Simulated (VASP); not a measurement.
# SbC (Pm-3m) in VASP: notebook, part 2 of 2

VASP 6.6.1. The steps go on from the part before.

### Step 4. Relaxation of cell and atoms, PBEsol, target pressure 10 GPa, at which the enthalpy is minimised

Contents of INCAR:

```
  ALGO = Normal
  EDIFF = 1E-6
  EDIFFG = -0.02
  ENCUT = 600
  GGA = PS
  IBRION = 2
  ISIF = 3
  ISMEAR = -1
  LASPH = True
  LCHARG = False
  LREAL = False
  LWAVE = False
  NELM = 100
  NSW = 40
  PREC = Accurate
  PSTRESS = 100
  SIGMA = 0.05
```

Contents of KPOINTS:

```
k-points
0
Gamma
  9 9 9
```

Contents of POSCAR:

```
SbC
1.0
    3.1146800000      0.0000000000      0.0000000000
    0.0000000000      3.1146800000      0.0000000000
    0.0000000000      0.0000000000      3.1146800000
Sb C
1 1
Direct
    0.5000000000      0.5000000000      0.5000000000
    0.0000000000      0.0000000000      0.0000000000
```

Launch:

```bash
$ cat potpaw_PBE.64/Sb/POTCAR potpaw_PBE.64/C/POTCAR > POTCAR
$ mpirun -np 1 vasp_std > vasp.out
```

It took 12 s on 1 thread of Intel Xeon 6975P-C (Granite Rapids), shared host; peak memory 0.17 GiB.

The run converged. Its results:

```yaml
Free_energy: -9.8902 eV
Relaxed_volume: 13.31 Å³/atom
Relaxed_cell: a = 2.986 Å, b = 2.986 Å, c = 2.986 Å, α = 90.00°, β = 90.00°, γ = 90.00°
Space_group_after_relaxing_to_0.05_Å: Pm-3m (No. 221)
Energy_change_on_relaxing_the_enthalpy_is_what_falls: +17.5 meV/atom
Ionic_steps: 4
Pressure_after_relaxing: 9.9 GPa
```

Step by step:
```tsv
step	energy change (eV)	largest force (eV/Å)	pressure (GPa)	volume (Å³)
1	0.0000	0.0000	-5.37	30.22
2	0.2995	0.0000	27.99	24.31
3	0.0309	0.0000	9.54	26.70
4	0.0350	0.0000	9.95	26.63
```

Final structure:
```
CELL_PARAMETERS angstrom
2.98615 0.00000 0.00000
0.00000 2.98615 0.00000
0.00000 0.00000 2.98615
ATOMIC_POSITIONS crystal
Sb 0.50000 0.50000 0.50000
C 0.00000 0.00000 0.00000
```

Levels at points of the mesh, in eV from the Fermi level:
| k point | band 1 | band 2 | band 3 | band 4 | band 5 | band 6 | band 7 | band 8 |
| --- | --- | --- | --- | --- | --- | --- | --- | --- |
| (0.00, 0.00, 0.00) | -16.48 | -3.22 | -1.97 | -1.97 | -1.97 | 5.41 | 5.41 | 8.88 |

Caveat: the cell is relaxed towards a set pressure, so the enthalpy falls and the energy may rise; the bands computed are all filled at some k points, so no gap is given; the PAW data sets were made with another functional, which shifts forces and pressure a little.

### Step 5. Relaxation of cell and atoms, PBEsol, target pressure 20 GPa, at which the enthalpy is minimised

INCAR: that of step 4 with these lines changed.

```diff
@@ -15,3 +15,3 @@
   PREC = Accurate
-  PSTRESS = 100
+  PSTRESS = 200
   SIGMA = 0.05
```

KPOINTS is that of step 4.

POSCAR is that of step 4.

Potentials or basis: VASP PAW PBE potentials, release 64 (Sb, C).

Launch:

```bash
$ cat potpaw_PBE.64/Sb/POTCAR potpaw_PBE.64/C/POTCAR > POTCAR
$ mpirun -np 1 vasp_std > vasp.out
```

OUTCAR:

```text
EDIFF = 1E-6
   EDIFFG = -0.02
   ENCUT = 600
   GGA = PS
   IBRION = 2
   ISIF = 3
   ISMEAR = -1
   LASPH = True
   LREAL = False
   NELM = 100
   NSW = 40
   PREC = Accurate
   PSTRESS = 200

 ion  position               nearest neighbor table
   1  0.500  0.500  0.500-   2 2.70   2 2.70   2 2.70   2 2.70   2 2.70   2 2.70   2 2.70   2 2.70

   2  0.000  0.000  0.000-   1 2.70   1 2.70   1 2.70   1 2.70   1 2.70   1 2.70   1 2.70   1 2.70

  LATTYP: Found a simple cubic cell.
 ALAT       =     3.1146800000

  Lattice vectors:

 A1 = (   3.1146800000,   0.0000000000,   0.0000000000)
 A2 = (   0.0000000000,   3.1146800000,   0.0000000000)
 A3 = (   0.0000000000,   0.0000000000,   3.1146800000)

Analysis of symmetry for initial positions (statically):
=====================================================================
 Subroutine PRICEL returns:
 Original cell was already a primitive cell.

 Routine SETGRP: Setting up the symmetry group for a
 simple cubic supercell.

 Subroutine GETGRP returns: Found 48 space group operations
 (whereof 48 operations were pure point group operations)
 out of a pool of 48 trial point group operations.

The static configuration has the point symmetry O_h .

Analysis of symmetry for dynamics (positions and initial velocities):
=====================================================================
 Subroutine PRICEL returns:
 Original cell was already a primitive cell.

 Routine SETGRP: Setting up the symmetry group for a
[... 144 lines left out ...]

--------------------------------------- Ionic step        1  -------------------------------------------

 number of electron       9.0000000 magnetization

 Free energy of the ion-electron system (eV)
  ---------------------------------------------------
  ext. energy  EPLUGINS =         0.00000000
  ---------------------------------------------------
  free energy    TOTEN  =        -9.92521987 eV

  energy without entropy =       -9.91493717  energy(sigma->0) =       -9.92007852

 E-fermi :   9.5255     XC(G=0): -11.5034

 val. band max:        9.5015898233   @ k =   0.4444   0.3333   0.1111
 cond. band min:       9.5910066124   @ k =   0.3333   0.2222   0.0000
 fundamental gap:      0.0894167891
 Fermi energy:         9.5254737686

 k-point     1 :       0.0000    0.0000    0.0000
  band No.  band energies     occupation
      1      -5.6494      2.00000
      2       5.4530      2.00000
      3       7.8605      2.00000
      4       7.8605      2.00000
      5       7.8605      2.00000
      6      14.9432      0.00000
      7      14.9432      0.00000
      8      17.1048      0.00000
[... 480 lines left out ...]
--------------------------------------- Ionic step        7  -------------------------------------------

 number of electron       9.0000000 magnetization

 Free energy of the ion-electron system (eV)
  ---------------------------------------------------
  ext. energy  EPLUGINS =         0.00000000
  ---------------------------------------------------
  free energy    TOTEN  =        -9.75956324 eV

  energy without entropy =       -9.75273320  energy(sigma->0) =       -9.75614822

 E-fermi :  12.2650     XC(G=0): -12.3452

 val. band max:       12.2082571134   @ k =   0.3333   0.2222   0.0000
 cond. band min:      12.2670096841   @ k =   0.4444   0.4444   0.3333
 fundamental gap:      0.0587525708
 Fermi energy:        12.2649570808

 k-point     1 :       0.0000    0.0000    0.0000
  band No.  band energies     occupation
      1      -4.8082      2.00000
      2       9.4708      2.00000
      3      10.1645      2.00000
      4      10.1645      2.00000
      5      10.1645      2.00000
      6      17.6986      0.00000
      7      17.6986      0.00000
      8      21.7916      0.00000
[... 286 lines left out ...]
  energy  without entropy=       -9.7527331991  energy(sigma->0) =       -9.75614822

  enthalpy is  TOTEN    =        -6.6125122362 eV   P V=        3.1470510063

 reached required accuracy - stopping structural energy minimisation
```

OSZICAR:

```text
N       E                     dE             d eps       ncg     rms          rms(c)
DAV:   1     0.253524670478E+02    0.25352E+02   -0.39328E+03   560   0.102E+03
DAV:   2    -0.959480491909E+01   -0.34947E+02   -0.34493E+02   936   0.123E+02
DAV:   3    -0.105126581520E+02   -0.91785E+00   -0.91025E+00   632   0.261E+01
DAV:   4    -0.105198463525E+02   -0.71882E-02   -0.71813E-02   760   0.249E+00
[... 48 lines left out ...]
       N       E                     dE             d eps       ncg     rms          rms(c)
DAV:   1    -0.975959467448E+01    0.65360E-02   -0.15849E-03   616   0.334E-01    0.407E-02
DAV:   2    -0.975957283820E+01    0.21836E-04   -0.31533E-05   592   0.489E-02    0.195E-02
DAV:   3    -0.975956377518E+01    0.90630E-05   -0.91555E-06   568   0.223E-02    0.435E-03
DAV:   4    -0.975956324251E+01    0.53267E-06   -0.10745E-06   320   0.812E-03
   7 F= -.66125122E+01 E0= -.66090972E+01  d E =-.591817E-04
```

Wall time 18 s (1 thread of Intel Xeon 6975P-C (Granite Rapids), shared host); peak memory 0.17 GiB.

Results:

* Free energy: -9.7596 eV
* Relaxed volume: 12.61 Å³/atom
* Relaxed cell: a = 2.932 Å, b = 2.932 Å, c = 2.932 Å, α = 90.00°, β = 90.00°, γ = 90.00°
* Space group after relaxing (to 0.05 Å): Pm-3m (No. 221)
* Energy change on relaxing (the enthalpy is what falls): +82.8 meV/atom
* Ionic steps: 7
* Pressure after relaxing: 20.0 GPa

The path:
```tsv
step	energy change (eV)	largest force (eV/Å)	pressure (GPa)	volume (Å³)
1	0.0000	0.0000	-5.37	30.22
2	1.3501	0.0000	76.96	20.92
3	0.1428	0.0000	18.52	25.40
4	0.1601	0.0000	19.65	25.26
5	0.1718	0.0000	20.39	25.16
6	0.1591	0.0000	19.59	25.26
7	0.1657	0.0000	20.01	25.21
```

Final structure:
```
Sb C
1.0
     2.93221    0.00000    0.00000
     0.00000    2.93221    0.00000
     0.00000    0.00000    2.93221
Sb C
1 1
Direct
  0.50000 0.50000 0.50000
  0.00000 0.00000 0.00000
```

Levels at points of the mesh, in eV from the Fermi level:
```csv
k point,band 1,band 2,band 3,band 4,band 5,band 6,band 7,band 8
"(0.00, 0.00, 0.00)",-17.07,-2.79,-2.10,-2.10,-2.10,5.43,5.43,9.53
```

Caveat: the cell is relaxed towards a set pressure, so the enthalpy falls and the energy may rise; the volume moved by over 15 % at a fixed basis, so the end points are rough; the bands computed are all filled at some k points, so no gap is given; the PAW data sets were made with another functional, which shifts forces and pressure a little. Spin-orbit coupling is left out, which matters for the levels of Sb.

### Step 6. Overview

| cell | target pressure | pressure (GPa) |
| --- | --- | --- |
| relaxed to 2 GPa | 2 GPa | 2.0 |
| relaxed to 5 GPa | 5 GPa | 4.9 |
| relaxed to 10 GPa | 10 GPa | 9.9 |
| relaxed to 20 GPa | 20 GPa | 20.0 |

Alike in all rows: task relaxation of cell and atoms; level PBEsol; potentials or basis VASP PAW PBE potentials, release 64 (Sb, C); no spin polarisation; k mesh 9 × 9 × 9; cutoff (eV) 600; smearing fermi-dirac 0.05 eV.

Caveats: the cell is relaxed towards a set pressure, so the enthalpy falls and the energy may rise; the bands computed are all filled at some k points, so no gap is given; the PAW data sets were made with another functional, which shifts forces and pressure a little; the volume moved by over 15 % at a fixed basis, so the end points are rough (some runs).

Absolute energies hang on the potentials; compare differences alone.
